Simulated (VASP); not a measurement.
SrTiO$_{3}$ (cubic perovskite) is relaxed at rising pressure, each step from the one before. Symmetry mostly holds the structure type, and other phases were not tried. The mesh follows the cell, and a change of mesh leaves a small step in the series.

Input:

```cif
data_O3SrTi
_chemical_formula_sum 'Sr1 Ti1 O3'
_space_group_name_H-M_alt 'P 1'
_space_group_IT_number 1
_cell_length_a 3.85961
_cell_length_b 3.85961
_cell_length_c 3.85961
_cell_angle_alpha 90.000
_cell_angle_beta 90.000
_cell_angle_gamma 90.000
loop_
_space_group_symop_operation_xyz
  'x, y, z'
loop_
_atom_site_label
_atom_site_type_symbol
_atom_site_fract_x
_atom_site_fract_y
_atom_site_fract_z
_atom_site_occupancy
Sr1 Sr 0.00000 0.00000 0.00000 1
Ti1 Ti 0.50000 0.50000 0.50000 1
O1 O 0.50000 0.00000 0.50000 1
O2 O 0.00000 0.50000 0.50000 1
O3 O 0.50000 0.50000 0.00000 1
```

Level of theory: LDA (Ceperley-Alder, Perdew-Zunger), VASP's LDA PAW potentials (set 64) (plane waves; VASP). Settings: 620 eV cut-off, 6×6×6 Γ-centred mesh, Gaussian smearing of 0.050 eV, potentials Sr_sv Ti_sv O.

| P (GPa) | V (Å³/atom) | H − H(0) (eV/atom) | space group | gap on the mesh (eV) | k-mesh |
|---|---|---|---|---|---|
| 0 | 11.50 | 0.000 | Pm-3m | 1.81 | 6×6×6 |
| 5 | ___ | ___ | Pm-3m | 1.85 | 6×6×6 |
| 10 | 10.99 | 0.703 | Pm-3m | 1.88 | 6×6×6 |
| 20 | ___ | ___ | Pm-3m | 1.93 | 6×6×6 |
| 30 | 10.25 | 2.028 | Pm-3m | 1.98 | 6×6×6 |
| 45 | 9.82 | 2.967 | Pm-3m | 2.03 | 6×6×6 |

Task: Complete the blanks.

Result: 
- 20, V (Å³/atom): 10.59
- 20, H − H(0) (eV/atom): 1.377
- 5, V (Å³/atom): 11.23
- 5, H − H(0) (eV/atom): 0.355

Pressures at which the relaxation failed are left out.

The compound is SrTiO3 in the cubic perovskite structure, the ideal cubic form; the compound distorts at low or room temperature.
